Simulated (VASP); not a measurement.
VASP ran on this input.

**POSCAR**
```
NaCl
1
    0.0000000000     2.7680712466     2.7680712466
    2.7680712466     0.0000000000     2.7680712466
    2.7680712466     2.7680712466    -0.0000000000
Na Cl
1 1
Direct
  0.0000000000   0.0000000000   0.0000000000
  0.5000000000   0.5000000000   0.5000000000
```

File KPOINTS:
```
Automatic mesh
0
Gamma
8 8 8
0 0 0
```

### INCAR
```
SYSTEM = NaCl
PREC = Accurate
ENCUT = 480
EDIFF = 1E-7
NELM = 100
ALGO = Normal
LREAL = .FALSE.
LASPH = .TRUE.
ISMEAR = 0
SIGMA = 0.05
GGA = PS
LWAVE = .FALSE.
LCHARG = .FALSE.
ISIF = 3
IBRION = 2
NSW = 40
EDIFFG = -0.01
PSTRESS = 10
```

POTCAR, in this order: Na_pv Cl (PBE.64 set). Program: vasp_std.

**Question.** Write an equivalent input for Ansatz.

**Answer.** One equivalent input (not run):
Ansatz 0.2 input:
```yaml
crystal:
  lattice:
    - [0.0000000, 2.7680712, 2.7680712]
    - [2.7680712, 0.0000000, 2.7680712]
    - [2.7680712, 2.7680712, 0.0000000]
  atoms:
    - { symbol: Na, position: [0.0000000, 0.0000000, 0.0000000] }
    - { symbol: Cl, position: [0.5000000, 0.5000000, 0.5000000] }
kpoints:
  mp_grid: { grid: [8, 8, 8] }
hamiltonian:
  xc: pbesol
  pseudopotentials: { kind: paw }
scf:
  occupations: { method: gaussian, width: 0.05 }
  max_iter: 100
relax:
  max_steps: 40
  f_tol: 0.01
  cell: { p_target: 1 }
output: { forces: true, stress: true, eigenvalues: true }
```
The two are equivalent in intent, not identical: each code has its own PAW files, so the cut-off isn't converted (ENCUT is set for VASP's; basis.ecutwfc is left out, and Ansatz then takes the one that its files recommend); Ansatz stops its SCF on the density residual and VASP on the energy change (EDIFF).

The compound is NaCl in the rock salt structure. It was relaxed first under an external pressure of 1 GPa.
